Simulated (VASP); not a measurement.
# As: relaxation of cell and atoms with LDA

The system is As.

```
CELL_PARAMETERS angstrom
1.88270 1.08698 3.32714
-1.88270 1.08698 3.32714
0.00000 -2.17396 3.32714
ATOMIC_POSITIONS crystal
As 0.76907 0.76907 0.76907
As 0.23093 0.23093 0.23093
```

```json
{
 "Program": "VASP 6.6.1",
 "Task": "relaxation of cell and atoms",
 "Functional": "LDA",
 "Potentials or basis": "VASP PAW LDA potentials, release 64 (As)",
 "Cutoff": "600 eV",
 "k mesh": "12 × 12 × 10",
 "Occupations": "gaussian, width 0.03 eV",
 "Spin": "no spin polarisation",
 "Further INCAR settings": "ALGO = Normal; EDIFF = 1e-07; IBRION = 2; EDIFFG = -0.005; NSW = 90; ISIF = 3"
}
```

The relaxed volume is 20.43 Å³/atom, the relaxed cell is a = 3.975 Å, b = 3.975 Å, c = 3.975 Å, α = 56.56°, β = 56.56°, γ = 56.56° and the space group after relaxing (to 0.05 Å) is R-3m (No. 166). The energy gained by relaxing is 0.0 meV/atom and the ionic steps are 2. The pressure after relaxing is 0.0 GPa, the largest force after relaxing is 0.004 eV/Å and the band gap on the k mesh is none (metal or under the smearing width).

Forces on the atoms (eV/Å):
```
As   0.000  0.000  0.004
As   0.000  0.000 -0.004
```

Final structure:
```
As
1.0
     1.88301    1.08715    3.32721
    -1.88301    1.08715    3.32721
     0.00000   -2.17431    3.32721
As
2
Direct
  0.76911 0.76911 0.76911
  0.23089 0.23089 0.23089
```

Levels at points of the mesh, in eV from the Fermi level:
```tsv
k point	band 2	band 3	band 4	band 5	band 6	band 7	band 8	band 9
(0.00, 0.00, 0.00)	-5.57	-2.45	-2.17	-2.17	2.12	3.12	3.12	6.39
(0.50, 0.00, 0.00)	-11.48	-2.63	-2.42	-0.39	-0.34	0.18	0.75	9.43
(0.50, 0.50, 0.00)	-9.62	-6.54	-4.50	-4.44	1.49	5.74	6.69	7.78
(0.50, 0.50, 0.50)	-10.58	-1.79	-1.79	-0.74	0.23	0.23	1.50	8.49
```

It took 120 s on 1 thread of Intel(R) Xeon(R) Platinum 8488C (Sapphire Rapids), on a shared host, peak memory 0.29 GiB.
